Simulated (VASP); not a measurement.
Consider the following.

```yaml
crystal:
  lattice:
    - [3.21901, 0.00000, 0.00000]
    - [-1.60950, 2.78774, 0.00000]
    - [0.00000, 0.00000, 10.35717]
  atoms:
    - { symbol: Sc, position: [0.00000, 0.00000, 0.00000] }
    - { symbol: Sc, position: [0.00000, 0.00000, 0.50000] }
    - { symbol: Sc, position: [0.33333, 0.66667, 0.25000] }
    - { symbol: Sc, position: [0.66667, 0.33333, 0.75000] }
```

All values below come from PBE GGA, VASP's PBE PAW potentials (set 64) (plane waves; VASP). Run with 300 eV cut-off, 8×8×3 Γ-centred mesh, Fermi-Dirac smearing of 0.050 eV, potentials Sc_sv.

At this cut-off the stress carries a Pulay error, which pulls relaxed volumes low.

### Question
Give the stress tensor in GPa (positive for a compressed cell).

### Answer

```
3.03  0.00  0.00
0.00  3.03  0.00
0.00  0.00  2.54
```
The pressure is its mean diagonal, 2.86 GPa.

The structure was generated: Sc was put into an ordered model structure, which need not be its known phase. The cell was not relaxed at this level.
